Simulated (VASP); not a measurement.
W:

```
W
1.0
    -1.60075    1.60075    1.60075
     1.60075   -1.60075    1.60075
     1.60075    1.60075   -1.60075
W
1
Direct
  0.00000 0.00000 0.00000
```

* Program: VASP 6.6.1
* Task: relaxation of cell and atoms
* Functional: PBEsol
* Potentials or basis: VASP PAW PBE potentials, release 64 (W_sv)
* Cutoff: 600 eV
* k mesh: 6 × 6 × 6
* Occupations: gaussian, width 0.1 eV
* Spin: no spin polarisation

At the start: pressure -14.4 GPa; volume 16.41 Å³/atom.

Task: Where does the relaxation end?

Result: Over 7 steps the energy falls by 36.3 meV/atom and the volume is 15.63 Å³/atom (-4.7 %); space group Im-3m (No. 229, to 0.05 Å).

The path:
| step | energy change (eV) | largest force (eV/Å) | pressure (GPa) | volume (Å³) |
| --- | --- | --- | --- | --- |
| 1 | 0.0000 | 0.0000 | -14.37 | 16.41 |
| 2 | 0.5096 | 0.0000 | 82.18 | 13.15 |
| 3 | -0.0361 | 0.0000 | -1.21 | 15.69 |
| 4 | -0.0363 | 0.0000 | -0.24 | 15.64 |
| 5 | -0.0363 | 0.0000 | 0.08 | 15.63 |
| 6 | -0.0363 | 0.0000 | -0.22 | 15.64 |
| 7 | -0.0363 | 0.0000 | 0.01 | 15.63 |

Final structure:
```
W
1.0
    -1.57510    1.57510    1.57510
     1.57510   -1.57510    1.57510
     1.57510    1.57510   -1.57510
W
1
Direct
  0.00000 0.00000 0.00000
```

Caveat: the k mesh is coarse (spacing up to 0.46 Å⁻¹), so the values aren't converged; the PAW data sets were made with another functional, which shifts forces and pressure a little.
